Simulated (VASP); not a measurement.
Output of a VASP run:

### OSZICAR
```
       N       E                     dE             d eps       ncg     rms          rms(c)
DAV:   1     0.613222237313E+02    0.61322E+02   -0.49753E+03   846   0.949E+02
DAV:   2    -0.617932911302E+00   -0.61940E+02   -0.61635E+02   886   0.225E+02
DAV:   3    -0.190262129863E+01   -0.12847E+01   -0.12781E+01  1374   0.338E+01
DAV:   4    -0.194080710077E+01   -0.38186E-01   -0.38147E-01  1211   0.468E+00
DAV:   5    -0.194123523319E+01   -0.42813E-03   -0.42795E-03  1347   0.358E-01    0.222E+00
DAV:   6    -0.193364727889E+01    0.75880E-02   -0.11655E-02  1046   0.137E+00    0.135E+00
DAV:   7    -0.193147227238E+01    0.21750E-02   -0.17018E-02  1057   0.181E+00    0.104E-01
DAV:   8    -0.193105888000E+01    0.41339E-03   -0.21195E-03   997   0.489E-01    0.207E-02
DAV:   9    -0.193107144240E+01   -0.12562E-04   -0.12082E-04  1318   0.895E-02    0.537E-03
DAV:  10    -0.193107182629E+01   -0.38389E-06   -0.72047E-06  1199   0.302E-02
   1 F= -.19310718E+01 E0= -.19311176E+01  d E =-.193107E+01
```

File OUTCAR:
```
------------------------ aborting loop because EDIFF is reached ----------------------------------------
  FORCE on cell =-STRESS in cart. coord.  units (eV):
  Direction    XX          YY          ZZ          XY          YZ          ZX
  --------------------------------------------------------------------------------------
  Total        0.0034847      0.0034847      0.0034847     -0.0000000      0.0000000      0.0000000
  in kB        0.1324241      0.1324241      0.1324241     -0.0000000      0.0000000      0.0000000
  external PRESSURE =       0.1324241 kB  Pullay stress =       0.0000000 kB
  volume of cell :       42.16
      direct lattice vectors                 reciprocal lattice vectors
     0.000000000  2.762436686  2.762436686    -0.180999623  0.180999623  0.180999623
     2.762436686  0.000000000  2.762436686     0.180999623 -0.180999623  0.180999623
     2.762436686  2.762436686  0.000000000     0.180999623  0.180999623 -0.180999623
 POSITION                                       TOTAL-FORCE (eV/Angst)
 -----------------------------------------------------------------------------------
      0.00000      0.00000      0.00000         0.000000      0.000000      0.000000
 -----------------------------------------------------------------------------------
    total drift:                               -0.000000     -0.000000     -0.000000
  FREE ENERGIE OF THE ION-ELECTRON SYSTEM (eV)
  ---------------------------------------------------
  free  energy   TOTEN  =        -1.9310718263 eV

  energy  without entropy=       -1.9312092671  energy(sigma->0) =       -1.93111764

 reached required accuracy - stopping structural energy minimisation
```
(Selected blocks of OUTCAR.)

**POSCAR**
```
Ca
1
    0.0000000000     2.7624366860     2.7624366860
    2.7624366860    -0.0000000000     2.7624366860
    2.7624366860     2.7624366860     0.0000000000
Ca
1
Direct
  0.0000000000   0.0000000000   0.0000000000
```

Reconstruct the remaining input files.

Several could match; the one computed here: the input of the run itself, PBE GGA, plane waves, VASP's PBE PAW potentials (set 64).

**INCAR**
```
SYSTEM = Ca
ISIF = 3   ! ions, shape and volume
ENCUT = 480
IBRION = 2   ! conjugate gradients
LREAL = F   ! projection in real space or not
LWAVE = F
ISMEAR = 1   ! Methfessel-Paxton
PREC = Accurate
SIGMA = 0.1   ! width (eV)
ALGO = Normal
LASPH = T   ! aspherical one-centre terms
NSW = 60   ! most ionic steps
EDIFF = 1E-6
LCHARG = F
NELM = 100
GGA = PE
EDIFFG = -0.01   ! ionic stop
```

File KPOINTS:
```
Automatic mesh
0
Gamma
10 10 10
0 0 0
```

POTCAR, in this order: Ca_sv (PBE.64 set). Program: vasp_std.

The compound is Ca in the fcc structure. It was relaxed first. The start is the result of an earlier pass.
